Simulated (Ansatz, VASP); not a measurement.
# Ni (Nickel): VASP beside Ansatz

Wanted: the spread between two codes on one cell, functional and k mesh. The cell is taken from a series of runs on this material, whose earlier steps may have relaxed, scaled, displaced or heated it; both programs get it as it stands.

Method: plane waves, with VASP 6.6.1 beside it; elastic constants at LDA, in Ansatz 0.2.0.

### 1. Set-up

The structure is cubic, space group Fm-3m (No. 225). Conventional cell: a = 3.472 Å, b = 3.472 Å, c = 3.472 Å, α = 90.00°, β = 90.00°, γ = 90.00°. Ni has 12 Ni at 2.45 Å nearest.

### 2. Ansatz: elastic constants, LDA

Ansatz runs on its default PAW (the set named soft_2) files.

Elastic constants are differences of stresses under small strains, so they test the stress and the mesh.

Input file input.yaml:

```yaml
crystal:
  lattice:
    - [0.0, 1.7359094579, 1.7359094579]
    - [1.7359094579, 0.0, 1.7359094579]
    - [1.7359094579, 1.7359094579, 0.0]
  atoms:
    - { symbol: Ni, position: [0.0, 0.0, 0.0], spin: 0.75 }
kpoints:
  mp_grid: { grid: [10, 10, 10] }
hamiltonian:
  xc: lda
scf:
  occupations: { method: gaussian, width: 0.1 }
output:
  forces: true
  stress: true
  eigenvalues: true
  populations: true
basis:
  ecutwfc: 260.0
magnetization:
  spin_polarized: true
elastic:
  mode: relaxed_ion
  amplitude: 0.01
```

Started as:

```console
$ ansatz run input.yaml --threads 8 --pin off --max-ram 14336MiB --backend cpu --events-out ev --progress --plain --runs-dir out
```

Numbers of over 12 decimals in the logs are rounded to 6 here.

Log:

```text
Warning: basis.ecutwfc = 260 eV is below the records' recommended 420 eV, and the density's cutoff is lower with it unless basis.ecutrho_ratio is high enough to keep the records' density cutoff: compare with a run at a higher cutoff
Engine: ansatz 0.2.0, x86_64-unknown-linux-gnu
Pseudopotentials: kind: paw
Pseudopotential: Ni, paw, valence charge 18, recommended cutoff 420 eV (normal), Ni.paw.azcp
Functional definition: SPW92
  exchange = slater_x
  correlation = pw_c
Crystal: 1 atoms, lattice volume = 10.462 Å³
Basis set: ecut = 260 eV, 113 PW (Γ)
Bands: 14, of which v1, the nominal top of the filled ones, is band 9 counted from 1 (8 counted from 0)
Symmetry: 48 space group operations
Space group: Fm-3m (ITA 225), of the structure as read, at distance tolerance 2.2e-5 Å
Magnetic group: BNS 225.116 (UNI 1618), of the structure as read, at distance tolerance 2.2e-5 Å
k-points: 47 of 1000
Non-local potential: Ni, projectors of the file, l = 0: 3, l = 1: 2, l = 2: 3, l = 3: 1
PAW form: soft (Blöchl's): semilocal exchange-correlation on the pseudo side does not see the compensation charge
PAW frozen core: Ni, regenerated for the run's functional, and the local potential with it (the file was generated under x = pbe(κ = 0.804, μ = 0.219515), c = pbe(β = 0.066725))
PAW one-centre angular grid: Ni, 590 points (default); XC on 64 Gauss nodes
Initial density: superposition of atomic densities (chi_scale 0.1, normalization cell)
Starting moments: Σ|m| = 0.75 μB on 1 of 1 site
Initial wavefunctions: pseudopotential atomic-orbital guess
Functional: x = slater, c = lda
SCF 1 converged in 11 iterations: F = -5771.571465 eV  dr2 = 3.29e-10
  greatest PAW one-centre occupation: 1.009 electrons in one spin orbital (limit 2), on the Ni atom at site 0 (counted from 0), in its partial waves of l = 1
a single point of the input's cell can leave the moments in the input for a lower state (scf.lower_state_search): this run first made a single point of its cell. This run's own SCFs start from the density of the state that the single point found, with the moments in the input. The single point stayed on the moments in the input.
Initial density: read from a saved state, or passed on in memory by an earlier SCF of this step, an earlier step, the calling program or the single point that the run made first
Stability of the state it starts from, as read at its close in the collinear treatment: not read negative (a value of 1 − χ₀K of 0.44, by a stability probe under the symmetry group of the SCF that read it); its run was given moments
Starting moments: Σ|m| = 0.75 μB on 1 of 1 site; this step starts from the density that it was given
iter 1 solved again at ethr=1.38e-8 eV; its pass at ethr=3.10e-3 eV (dr2=2.48e-6 eV) is discarded
SCF iter   1: F=—  HF=-5771.571464 eV  |F-HF|=—  |Δ(HF+E_count)|=         —  Δρ=2.46e-6 (↑1.03e-6 ↓2.46e-6)  dr2=1.44e-10  dr2_m=2.84e-10  M=0.657 μB ∫|m|=0.719 μB  β_m=0.65  ethr=1.38e-8  ⟨swp⟩=2.6  Hψ=8938  notcnv=0
preconditioner: auto → none  [metal: Δε(μ)=0.021 eV  Ē_g=17.333 eV  σ=0.100 eV  W_gap=0.11  n_scr=0 (ndim 8)  ℏωp=36.3 eV  f_vac=0.000  D(μ)=1.92/eV (n_scr^D=26)]
SCF iter   2: F=—  HF=-5771.571465 eV  |F-HF|=—  |Δ(HF+E_count)|=   1.58e-6  Δρ=1.91e-6 (↑1.91e-6 ↓4.57e-7)  dr2=2.82e-10  dr2_m=5.55e-11  M=0.657 μB ∫|m|=0.719 μB  β_m=0.45  ethr=8.00e-13 (applied; sched 1.00e-12)  ⟨swp⟩=2.1  Hψ=2196  notcnv=0
SCF iter   3: F=—  HF=-5771.571465 eV  |F-HF|=—  |Δ(HF+E_count)|=  7.46e-11  Δρ=1.44e-6 (↑1.82e-7 ↓1.44e-6)  dr2=9.75e-11  dr2_m=6.12e-11  M=0.657 μB ∫|m|=0.719 μB  β_m=0.45  ethr=1.00e-12  ⟨swp⟩=2.5  Hψ=2077  notcnv=0
SCF iter   4: F=—  HF=-5771.571465 eV  |F-HF|=—  |Δ(HF+E_count)|=  6.37e-12  Δρ=4.26e-7 (↑4.70e-8 ↓4.26e-7)  dr2=1.12e-11  dr2_m=3.97e-12  M=0.657 μB ∫|m|=0.719 μB  β_m=0.70  ethr=5.42e-13 (applied; sched 1.00e-12)  ⟨swp⟩=1.6  Hψ=1517  notcnv=0
SCF iter   5: F=—  HF=-5771.571465 eV  |F-HF|=—  |Δ(HF+E_count)|=  9.09e-13  Δρ=1.94e-8 (↑1.39e-8 ↓1.94e-8)  dr2=1.89e-14  dr2_m=1.94e-14  M=0.657 μB ∫|m|=0.719 μB  β_m=0.71  ethr=6.20e-14 (applied; sched 1.00e-12)  ⟨swp⟩=2.1  Hψ=1745  notcnv=0
SCF iter   6: F=—  HF=-5771.571465 eV  |F-HF|=—  |Δ(HF+E_count)|=    0.00e0  Δρ=2.24e-8 (↑1.11e-8 ↓2.24e-8)  dr2=6.46e-14  dr2_m=6.43e-15  M=0.657 μB ∫|m|=0.719 μB  β_m=0.86  ethr=5.56e-16 (applied; sched 1.00e-12)  ⟨swp⟩=1.0  Hψ=1326  notcnv=0
SCF iter   7: F=-5771.571465 eV  HF=-5771.571465 eV  |F-HF|=1.82e-12  |Δ(HF+E_count)|=    0.00e0  Δρ=1.53e-8 (↑5.33e-9 ↓1.53e-8)  dr2=2.44e-14  dr2_m=2.88e-15  M=0.657 μB ∫|m|=0.719 μB  ethr=1.00e-12  ⟨swp⟩=2.0  Hψ=3821  notcnv=0
SCF 2 converged in 7 iterations: F = -5771.571465 eV  dr2 = 2.44e-14
Crystal: 1 atoms, lattice volume = 10.253 Å³
Symmetry: 16 space group operations
k-points: 102 of 1000
Initial density: handed on by an earlier stage of this run
Initial wavefunctions: those handed on with the density
[...]
SCF iter   1: F=—  HF=-5771.592836 eV  |F-HF|=—  |Δ(HF+E_count)|=         —  Δρ=1.23e-3 (↑1.22e-3 ↓1.23e-3)  dr2=2.39e-5  dr2_m=1.76e-6  M=0.657 μB ∫|m|=0.719 μB  β_m=0.30  ethr=1.00e-12  ⟨swp⟩=9.2  Hψ=37066  notcnv=0  defer=24
[...]
SCF iter   9: F=-5771.593088 eV  HF=-5771.593088 eV  |F-HF|=0.00e0  |Δ(HF+E_count)|=    0.00e0  Δρ=2.63e-8 (↑9.42e-9 ↓2.63e-8)  dr2=2.14e-14  dr2_m=1.05e-14  M=0.657 μB ∫|m|=0.719 μB  ethr=1.00e-12  ⟨swp⟩=3.0  Hψ=12367  notcnv=0
SCF 10 converged in 9 iterations: F = -5771.593088 eV  dr2 = 2.14e-14
WARN: the elastic stencil's two pairs of strained cells disagree: C11 (strain 11) reads 144.27 GPa from the cells at ±δ and 198.83 from those at ±2δ, which the stencil makes 126.08; C44 (strain 23) reads 67.61 GPa from the cells at ±δ and 55.66 from those at ±2δ, which the stencil makes 71.60; the limit is 2 % of the column's largest entry (no column's own pairs agree, so each is held to its own). A stress that is smooth and near linear over the cells gives both pairs one slope, so the constants of these columns, the constants that the crystal's symmetry builds from them and the moduli and the stability verdict built on them are in doubt. [rest of the remark cut]
SCF converged after 7 iterations
Magnetization: 0.6568 μB (9.3284 up, 8.6716 down)
Absolute magnetization: 0.7201 μB (∫|ρ↑−ρ↓|, with the PAW one-centre terms)
Spin contamination: 0.0043 ħ² per cell (⟨S²⟩ above its minimum at these occupations)
Per-site moments (μB) at R_I (Å): [(0.684081, 1.012666)]
Free energy (F): -5771.571465 eV
Harris-Foulkes:  -5771.571465 eV  (|F-HF|=1.82e-12)
Internal energy: -5771.561861 eV  (E = F + TS)
E sigma→0 (E₀):  -5771.566663 eV
Entropy (-TS):   -0.009604 eV (-9.604 meV/atom)
Fermi energy:    18.312051 eV
--- Per-component energies (eV) ---
  E_band       = -279.418158
  E_kinetic    = 289.787578
  E_local      = -3394.620559  (includes V_loc(G=0)·N_el)
  E_nonlocal   = 659.993977
  E_hartree    = 1422.570873
  E_xc         = -84.900289
  E_vxc        = -109.916517  (∫ρ·V_xc dr)
  E_paw        = -1584.213345  (= ΣΔE_a)
  E_vpaw       = -569.795240  (= ΣTr[D̂ρ^β])
  E_aug_tail   = -0.009155  (compensation charges beyond the density's cutoff)
  E_ewald      = -3080.605062
  E_core_change = 0.434120  (= ΣΔE_core)
  E_smearing   = -0.009604  (= −TS)
  E_closure    = 0.000000  (closes the sum)
  Σ components = -5771.571465   (vs F -5771.571465, Δ=0.00e0)
--- Forces (eV/Å), atoms counted from 1 ---
  atom   1  Ni    -0.00000000     0.00000000     0.00000000
  max |Σ_I F_I| component: 1.31e-31 eV/Å
--- Stress (GPa, compression-positive) ---
       -0.029998       0.000000      -0.000000
       -0.000000      -0.029998      -0.000000
        0.000000      -0.000000      -0.029998
  P = ⅓ Tr σ = -0.0300 GPa (-0.300 kbar)
--- Band table (eV; the first three rows and the last of 94) ---
  k-point 0 ↑: bands = [... 5 lower, 15.7773, 15.7773, 15.7773, 16.9527, 16.9527, 42.4518, 46.7368, 46.7368, ... 1 higher]
  k-point 1 ↑: bands = [... 5 lower, 15.7297, 15.8921, 15.8921, 16.9832, 16.9832, 40.7678, 43.9490, 45.8881, ... 1 higher]
  k-point 2 ↑: bands = [... 5 lower, 15.6777, 16.1028, 16.1028, 17.1180, 17.1180, 35.8687, 43.0281, 44.9562, ... 1 higher]
  k-point 46 ↓: bands = [... 5 lower, 15.3173, 16.3016, 17.6752, 18.6230, 25.0995, 28.1734, 28.6794, 30.4375, ... 1 higher]
--- Elastic constants: 2 strain directions × 4 members + reference (group order 48) ---
  dense FFT box of the reference and of every strained cell: 15×15×15
  strains applied: 11, 23; error gains: componentwise 1.00 (the most a stress slope's error grows in a printed constant), spectral 1.73 (1 for all six strains in a standard setting)
  C = ∂σ_k/∂η_j (tension-positive GPa; Voigt order 11 22 33 23 13 12):
       126.083    139.265    139.265     -0.000     -0.000     -0.000
       139.265    126.083    139.265     -0.000      0.000      0.000
       139.265    139.265    126.083     -0.000      0.000      0.000
        -0.000      0.000      0.000     71.598     -0.000      0.000
         0.000     -0.000     -0.000      0.000     71.598      0.000
         0.000     -0.000     -0.000     -0.000     -0.000     71.598
  reference stress σ⁰ (GPa):      0.030      0.030      0.030      0.000      0.000     -0.000
  C* (energy form; C + prestress term) asymmetry max|C*_kj − C*_jk| = 5.684e-14 GPa — a small one proves nothing (zero by symmetry where the batch's group is 432, −43m or m−3m); a large one is finite-difference/SCF noise where every solve meets its electron count
  moduli (Voigt/Reuss/Hill, GPa): K = 134.87/134.87/134.87   G = 40.32/-19.12/10.60   E = 31.00   ν = 0.462
  mechanically stable: NO (min eigenvalue of sym C = -13.18 GPa)
  strain η (Voigt 11):  stress-route row diagonal C_11 = 126.08 GPa, energy-path curvature d²(F+E_count+ΔE)/dδ²/Ω₀ = 662.72 GPa
    cells at ±δ against ±2δ: C11 144.27 and 198.83 GPa, apart by 39.18 % of the column's largest entry
         δ    σ_11 (GPa)             F (eV)   n_scf  n_hpsi   n_pw
    -2.000e-2      -0.8750       -5771.5804631      10   54802    113   relax 0 steps, max|allowed force component| 0.00e0 eV/Å
    -1.000e-2      -0.2950       -5771.5799182       8   65751    113   relax 0 steps, max|allowed force component| 0.00e0 eV/Å
     1.000e-2       2.5904       -5771.5896751       9   71687    113   relax 0 steps, max|allowed force component| 0.00e0 eV/Å
     2.000e-2       7.0782       -5771.5929417       9   54159    113   relax 0 steps, max|allowed force component| 0.00e0 eV/Å
  strain η (Voigt 23):  stress-route row diagonal C_44 = 71.60 GPa, energy-path curvature d²(F+E_count+ΔE)/dδ²/Ω₀ = 510.88 GPa
    cells at ±δ against ±2δ: C44 67.61 and 55.66 GPa, apart by 16.69 % of the column's largest entry
         δ    σ_23 (GPa)             F (eV)   n_scf  n_hpsi   n_pw
    -2.000e-2      -1.1132       -5771.5897236      10   94019    113   relax 0 steps, max|allowed force component| 0.00e0 eV/Å
    -1.000e-2      -0.6761       -5771.5930882       9  112372    113   relax 0 steps, max|allowed force component| 0.00e0 eV/Å
     1.000e-2       0.6761       -5771.5930881       9  111435    113   relax 0 steps, max|allowed force component| 0.00e0 eV/Å
     2.000e-2       1.1132       -5771.5897236       9   80657    113   relax 0 steps, max|allowed force component| 0.00e0 eV/Å
--- Löwdin populations: 1 site ---
  site symbol       q [e]    m [muB]
     0     Ni     17.8214     0.6763
  spilling = 0.009920 (of n_electrons = 18.000000)
```

(Part 1 of 2 ends here.)

[Lines on the potential files, build, host, timing and source positions are cut from VASP's logs without a mark.]

[Logs are printed without paths, hosts, clocks, repeated set-up lines and the standing remarks that a program may print on its own settings, such as how far it seeks lower states.]

[Hosts, paths, dates, database ids (printed as entryN), source tags and the programs' standing remarks are cut or masked in the printed files.]
